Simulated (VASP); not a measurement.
VASP runs on BAs (space group F-43m) share one base input (HSE06 screened hybrid, plane waves, VASP's PBE PAW potentials (set 64)) and change the settings named in each case.

### KPOINTS
```
Automatic mesh
0
Gamma
9 9 9
0 0 0
```

**POSCAR**
```
BAs
1
    0.0000000000     2.4325160000     2.4325160000
    2.4325160000     0.0000000000     2.4325160000
    2.4325160000     2.4325160000     0.0000000000
B As
1 1
Direct
  0.2500000000   0.2500000000   0.2500000000
  0.0000000000   0.0000000000   0.0000000000
```

### INCAR
```
LMAXMIX = 4
ISMEAR = 0   ! Gaussian
ALGO = Normal
HFSCREEN = 0.2   ! 1/Angstrom
NELM = 100   ! most electronic steps
ISIF = 2   ! forces and stress, cell fixed
LREAL = .FALSE.   ! projection in real space or not
SYSTEM = BAs
LASPH = .TRUE.   ! aspherical one-centre terms
LHFCALC = .TRUE.
AEXX = 0.25
PRECFOCK = Fast
GGA = PE
PREC = Accurate
LWAVE = .FALSE.
EDIFF = 1E-6   ! SCF stop (eV)
SIGMA = 0.02   ! width (eV)
ENCUT = 400
ISYM = 3
LCHARG = .FALSE.
```

POTCAR, in this order: B As (PBE.64 set). Program: vasp_std.

```tsv
change	E(σ→0) (eV/atom)	pressure (GPa)
base run	-6.6246	-7.71
AEXX removed, HFSCREEN removed, ISYM removed, LHFCALC removed, PRECFOCK removed	-5.7013	-3.73
HFRCUT = -1, HFSCREEN removed	-7.0656	-7.82
KPOINTS 5×5×5 Γ-centred mesh	-6.6002	-7.57
KPOINTS 7×7×7 Γ-centred mesh	-6.6222	-7.71
KPOINTS 8×8×8 Γ-centred mesh	-6.6240	-7.71
KPOINTS 11×11×11 Γ-centred mesh	-6.6249	-7.71
ENCUT = 320	-6.6224	…
ENCUT = 280	-6.6158	-8.63
KPOINTS 7×7×7 Γ-centred mesh shifted by (0.5, 0.5, 0.5)	-6.6250	-7.71
EDIFF = 1E-08	-6.6246	-7.71
```

Task: Some entries are withheld; supply them.

Result: 
- ENCUT = 320, pressure (GPa): -8.05

Energies of different potentials or functionals have different zeros.

Left out are runs that ran out of time, are held back, or changed the cell or the kind of run, fixed moments of cells without a moment, rows past the twelfth, gaps on odd meshes, pressures of charged cells and columns that move by less than the noise.

The structure comes from a computed database's BAs entry; how it stands against other phases isn't given here. The cell was not relaxed at this level, its lattice was scaled by up to 2.5 %.
